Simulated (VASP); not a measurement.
GaAs (relaxed from the alpha-GeTe structure, space group R-3m): computed properties

All values below come from r2SCAN meta-GGA, VASP's PBE PAW potentials (set 64) (plane waves; VASP 6.6.1).

For GaAs, the space group is R-3m (166) and the cell is a = 3.747 Å, b = 3.747 Å, c = 9.311 Å, α = 90.00°, β = 90.00°, γ = 120.00°. The volume per atom is 18.87 Å³/atom, the band gap (over mesh and band path) comes out as none (metal, semimetal or under 0.01 eV) and the density is 6.37 g/cm³.

```
CELL_PARAMETERS angstrom
      1.87336     1.08158     3.10360
     -1.87336     1.08158     3.10360
      0.00000    -2.16317     3.10360
ATOMIC_POSITIONS crystal
  Ga 0.75001 0.75001 0.75001
  As 0.24999 0.24999 0.24999
```

The structure was generated: GaAs was put into the alpha-GeTe type (R3m), which need not be its known phase. It was relaxed first. The relaxed cell has space group R-3m. Symmetry was kept, so distortions that lower it aren't found.
